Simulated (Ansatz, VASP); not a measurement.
# Cross-check of BiTe between VASP and Ansatz, part 2 of 2

Aim: how closely do two programs agree when they are given the same cell, functional and k mesh? The structure shown is the end of the VASP relaxation below.

VASP 6.6.1 and Ansatz 0.2.0.

So far: Set-up; VASP: relaxation, PBE.

## (3) Ansatz: single point, PBE

Level of this step: Ansatz beside VASP: Kohn-Sham DFT, plane waves, PBE (Ansatz).

Ansatz runs on its default PAW (the set named soft_2) files.

The same cell, functional, mesh and smearing now go to Ansatz, which takes its cutoff from its data sets.

input.yaml

```yaml
crystal:
  lattice:
    - [4.57498087, 0.0, 0.0]
    - [0.0, 6.47, 0.0]
    - [0.0, 0.0, 24.14996175]
  atoms:
    - { symbol: Bi, position: [0.5, 0.5, 0.3105595] }
    - { symbol: Bi, position: [0.0, 0.0, 0.40527975] }
    - { symbol: Bi, position: [0.5, 0.5, 0.50287664] }
    - { symbol: Bi, position: [0.0, 0.0, 0.60201383] }
    - { symbol: Bi, position: [0.5, 0.5, 0.69268896] }
    - { symbol: Te, position: [0.5, 0.0, 0.3105595] }
    - { symbol: Te, position: [0.0, 0.5, 0.40527975] }
    - { symbol: Te, position: [0.5, 0.0, 0.5003253] }
    - { symbol: Te, position: [0.0, 0.5, 0.60307485] }
    - { symbol: Te, position: [0.5, 0.0, 0.68600739] }
hamiltonian:
  xc: pbe
  pseudopotentials: { kind: paw }
kpoints:
  mp_grid: { grid: [6, 4, 1] }
scf:
  occupations: { method: gaussian, width: 0.05 }
  n_extra_bands: 6
efield:
  axis: 3
  dipole_correction: true
  ramp_width: 0.04
output:
  forces: true
  eigenvalues: true
  write_density: true
  write_potential: true
  elf: true
  volumetric_format: npy
```

Launch:

```console
$ ansatz run input.yaml --threads 4 --pin off --max-ram 9216MiB --backend cpu --events-out ev --progress --plain --runs-dir out
```

Numbers of over 12 decimals in the logs are rounded to 6 here.

What it wrote:

```text
scf.n_extra_bands = 6 over 78 filled bands (N_el = 155.0): the run solves 84 bands
Engine: ansatz 0.2.0, x86_64-unknown-linux-gnu
Pseudopotentials: kind: paw
Pseudopotential: Bi, paw, valence charge 15, recommended cutoff 420 eV (normal), Bi.paw.azcp
Pseudopotential: Te, paw, valence charge 16, recommended cutoff 420 eV (normal), Te.paw.azcp
Functional definition: PBE
  parameter kappa = 0.804
  parameter beta = 0.066725
  exchange = pbe_x(kappa = kappa, mu = beta*pi^2/3)
  correlation = pbe_c(beta = beta)
Crystal: 10 atoms, lattice volume = 714.842 Å³
Basis set: ecut = 420 eV, 14011 PW (Γ), exchange–correlation on 64×90×324 points (8 copies of the dense FFT grid, shifted against one another)
Bands: 84, of which v1, the nominal top of the filled ones, is band 78 counted from 1 (77 counted from 0)
Symmetry: 4 space group operations
Space group: Pmm2 (ITA 25), of the structure as read, at distance tolerance 8.9e-5 Å
k-points: 12 of 24
Non-local potential: Bi, projectors of the file, l = 0: 2, l = 1: 2, l = 2: 2, l = 3: 2
Non-local potential: Te, projectors of the file, l = 0: 2, l = 1: 2, l = 2: 2, l = 3: 2
PAW form: soft (Blöchl's): semilocal exchange-correlation on the pseudo side does not see the compensation charge
PAW one-centre angular grid: Bi, 590 points (default); XC on 64 Gauss nodes
PAW one-centre angular grid: Te, 590 points (default); XC on 64 Gauss nodes
Initial density: superposition of atomic densities (neutral atoms: chi_scale 0, normalization atom), corrected by the library's trained network
Initial wavefunctions: pseudopotential atomic-orbital guess
Functional: x = pbe(κ = 0.804, μ = 0.219515), c = pbe(β = 0.066725)
SCF iter   1: F=—  HF=-96882.224607 eV  |F-HF|=—  |Δ(HF+E_count)|=         —  Δρ=1.62e-3  dr2=1.11e-1  ethr=1.77e-3  p=0.038 e·Å  D=9.71e-3 V/Å  ΔV_dip=-0.23 eV  dr2_dipole=4.67e-2  V_vac-E_F(+/−)=4.09/4.33 eV  ⟨swp⟩=7.8  Hψ=4402  notcnv=0
efield: sawtooth ramp at fractional position 0.9816 (placed from the atoms, in the widest stretch of the axis that holds none; the zero of the levels goes with the place), width 0.0400; the density the first Hamiltonian is built on has a dipole p = 0.038 e·Å; the dipole correction subtracts the counter field D = 9.71e-3 V/Å, which shifts the + side's vacuum level by -0.23 eV against the − side's; the planar-averaged density in the ramp window peaks in size at 1.1e-5 e/Å³
preconditioner: auto → LDOS  [metal: Δε(μ)=0.034 eV  Ē_g=6.712 eV  σ=0.050 eV  W_gap=0.34  n_scr=122 (ndim 8)  ℏωp=10.3 eV  f_vac=0.481  D(μ)=6.24/eV (n_scr^D=22)  β→1.0]
SCF iter   2: F=—  HF=-96882.224831 eV  |F-HF|=—  |Δ(HF+E_count)|=   2.24e-4  Δρ=1.06e-3  dr2=3.04e-2  ethr=7.13e-5  p=0.021 e·Å  D=5.19e-3 V/Å  ΔV_dip=-0.13 eV  dr2_dipole=1.13e-2  V_vac-E_F(+/−)=4.14/4.26 eV  ⟨swp⟩=2.6  Hψ=2260  notcnv=0  defer=9
SCF iter   3: F=—  HF=-96882.220897 eV  |F-HF|=—  |Δ(HF+E_count)|=   3.93e-3  Δρ=3.67e-4  dr2=4.93e-3  ethr=1.96e-5  p=0.027 e·Å  D=6.91e-3 V/Å  ΔV_dip=-0.17 eV  dr2_dipole=1.60e-3  V_vac-E_F(+/−)=4.12/4.29 eV  ⟨swp⟩=2.0  Hψ=1992  notcnv=0  defer=9
SCF iter   4: F=—  HF=-96882.220532 eV  |F-HF|=—  |Δ(HF+E_count)|=   3.65e-4  Δρ=9.07e-5  dr2=3.19e-4  ethr=3.18e-6  p=0.026 e·Å  D=6.48e-3 V/Å  ΔV_dip=-0.16 eV  dr2_dipole=9.32e-5  V_vac-E_F(+/−)=4.13/4.29 eV  ⟨swp⟩=2.0  Hψ=1906  notcnv=0  defer=9
SCF iter   5: F=—  HF=-96882.220529 eV  |F-HF|=—  |Δ(HF+E_count)|=   3.39e-6  Δρ=3.17e-5  dr2=2.13e-5  ethr=2.06e-7  p=0.025 e·Å  D=6.39e-3 V/Å  ΔV_dip=-0.15 eV  dr2_dipole=2.40e-7  V_vac-E_F(+/−)=4.13/4.29 eV  ⟨swp⟩=2.0  Hψ=1112  notcnv=0  defer=9
SCF iter   6: F=—  HF=-96882.220666 eV  |F-HF|=—  |Δ(HF+E_count)|=   1.37e-4  Δρ=1.15e-5  dr2=1.98e-6  ethr=1.38e-8  p=0.025 e·Å  D=6.37e-3 V/Å  ΔV_dip=-0.15 eV  dr2_dipole=2.00e-7  V_vac-E_F(+/−)=4.13/4.29 eV  ⟨swp⟩=2.0  Hψ=1790  notcnv=0  defer=9
SCF iter   7: F=—  HF=-96882.220666 eV  |F-HF|=—  |Δ(HF+E_count)|=   2.71e-7  Δρ=4.96e-6  dr2=3.71e-7  ethr=1.28e-9  p=0.025 e·Å  D=6.38e-3 V/Å  ΔV_dip=-0.15 eV  dr2_dipole=7.14e-8  V_vac-E_F(+/−)=4.14/4.29 eV  ⟨swp⟩=2.0  Hψ=1796  notcnv=0  defer=9
SCF iter   8: F=-96882.220666 eV  HF=-96882.220666 eV  |F-HF|=1.32e-8  |Δ(HF+E_count)|=   9.46e-8  Δρ=1.97e-6  dr2=4.79e-8  ethr=6.45e-11  p=0.025 e·Å  D=6.37e-3 V/Å  ΔV_dip=-0.15 eV  dr2_dipole=4.22e-10  V_vac-E_F(+/−)=4.14/4.29 eV  ⟨swp⟩=14.8  Hψ=8912  notcnv=0
SCF 1 converged in 8 iterations: F = -96882.220666 eV  dr2 = 4.79e-8
  greatest PAW one-centre occupation: 0.998 electrons in one spin orbital (limit 2), on the Te atom at site 8 (counted from 0), in its partial waves of l = 2
WARN: The output density's exchange-correlation potential varies sharply where the density is thin. Do not read a vacuum level from v_tot or v_xc, or from such a field of the output density. On a cell that repeats whose density bears no net charge and no dipole along the vacuum's axis use v_es (v_loc + v_h of the components); under efield.dipole_correction with no amplitude use v_es + v_field, which holds any externa [...]
SCF converged after 8 iterations
Free energy (F): -96882.220666 eV
Harris-Foulkes:  -96882.220666 eV  (|F-HF|=1.32e-8)
Internal energy: -96882.211258 eV  (E = F + TS)
E sigma→0 (E₀):  -96882.215962 eV
Entropy (-TS):   -0.009408 eV (-0.941 meV/atom)
Fermi energy:    2.401813 eV
Dipole field:    D = 0.006360 V/Å  (p = 0.025126 e·Å, saw-weighted, corrected)
Work function:   Φ+ = 4.1360 eV   Φ− = 4.2896 eV
Levels:          The Fermi level and band energies are counted from a zero that moves with the ramp; work functions are not
--- Per-component energies (eV) ---
  E_band       = -2950.300002
  E_kinetic    = 2403.316369
  E_local      = -96709.144342  (includes V_loc(G=0)·N_el)
  E_nonlocal   = 1249.474364
  E_hartree    = 47335.013601
  E_xc         = -1373.541516
  E_vxc        = -1235.335845  (∫ρ·V_xc dr)
  E_paw        = -76625.695788  (= ΣΔE_a)
  E_vpaw       = -3328.654112  (= ΣTr[D̂ρ^β])
  E_aug_tail   = -0.003045  (compensation charges beyond the density's cutoff)
  E_efield     = 0.000080  (sawtooth field / dipole correction)
  E_vefield    = -0.004982  (∫n·V_field dr)
  E_ewald      = 26838.369020
  E_smearing   = -0.009408  (= −TS)
  E_closure    = 0.000000  (closes the sum)
  Σ components = -96882.220666   (vs F -96882.220666, Δ=0.00e0)
--- Forces (eV/Å), atoms counted from 1 ---
  atom   1  Bi    -0.00000000     0.00000000     0.31090726
  atom   2  Bi    -0.00000000    -0.00000000    -0.62377753
  atom   3  Bi    -0.00000000    -0.00000000    -0.00741673
  atom   4  Bi     0.00000000    -0.00000000     0.00157033
  atom   5  Bi    -0.00000000    -0.00000000    -0.00263305
  atom   6  Te    -0.00000000    -0.00000000     0.59834930
  atom   7  Te    -0.00000000    -0.00000000    -0.27797945
  atom   8  Te     0.00000000     0.00000000    -0.00926018
  atom   9  Te     0.00000000    -0.00000000    -0.00089844
  atom  10  Te     0.00000000    -0.00000000     0.01113050
  max |Σ_I F_I| component: 7.99e-6 eV/Å
--- Band table (eV; the first three rows and the last of 12) ---
  k-point 0: bands = [... 74 lower, 0.9204, 2.0497, 2.4645, 2.6697, 2.8329, 3.3944, 3.6267, 3.9046, ... 2 higher]
  k-point 1: bands = [... 74 lower, 0.8648, 2.0882, 2.1075, 2.4853, 2.8710, 2.9112, 3.1960, 3.2624, ... 2 higher]
  k-point 2: bands = [... 74 lower, 0.9915, 1.7074, 1.9823, 2.2048, 2.3873, 2.5312, 2.5502, 2.5931, ... 2 higher]
  k-point 11: bands = [... 74 lower, 1.2702, 1.4359, 1.7496, 1.9348, 1.9496, 2.0389, 2.2592, 2.4090, ... 2 higher]
```

Run time: 22 s. Hardware: 4 threads of Intel Xeon 6975P-C (Granite Rapids), shared host; peak memory 1.8 GiB.

## (4) Side by side

Known differences besides the potentials themselves: the data sets hold 155 valence electrons in Ansatz (default PAW (the set named soft_2) files) and 55 in VASP; the cutoff is 420 eV in Ansatz and 300 eV in VASP (PREC = Normal); VASP leaves aspherical gradient terms in its spheres out (LASPH is not set), Ansatz keeps them. Total energies have different zeros and are not compared.

Forces (eV/Å; atoms numbered as in POSCAR):

```csv
atom,"Ansatz x, y, z","VASP x, y, z"
Bi1,"0.000, 0.000, 0.311","0.000, 0.000, 0.310"
Bi2,"0.000, 0.000, -0.624","0.000, 0.000, -0.624"
Bi3,"0.000, 0.000, -0.007","0.000, 0.000, -0.008"
Bi4,"0.000, 0.000, 0.002","0.000, 0.000, -0.014"
Bi5,"0.000, 0.000, -0.003","0.000, 0.000, 0.005"
Te6,"0.000, 0.000, 0.598","0.000, 0.000, 0.602"
Te7,"0.000, 0.000, -0.278","0.000, 0.000, -0.274"
Te8,"0.000, 0.000, -0.009","0.000, 0.000, -0.006"
Te9,"0.000, 0.000, -0.001","0.000, 0.000, -0.013"
Te10,"0.000, 0.000, 0.011","0.000, 0.000, 0.021"
```

The forces differ by 4.4 meV/Å r.m.s., which is 2.5 % of the r.m.s. force of 0.18 eV/Å (both taken over all components, held atoms included). VASP's last cycles still show a density residual of 7e-03, so its state may not be settled.

## (5) Outcome

```json
{
 "r.m.s. force difference (single point, PBE)": "4.4 meV/Å"
}
```

What this shows: The r.m.s. force difference is 4.4 meV/Å (single point, PBE), within the 12 meV/Å picked in this series as the mark of a large difference. How closely two codes agree says nothing of how well the functional describes the real material.

[Lines on the potential files, build, host, timing and source positions are cut from VASP's logs without a mark.]

[Logs are printed without paths, hosts, clocks, repeated set-up lines and the standing remarks that a program may print on its own settings, such as how far it seeks lower states.]

[Hosts, paths, dates, database ids (printed as entryN), source tags and the programs' standing remarks are cut or masked in the printed files.]
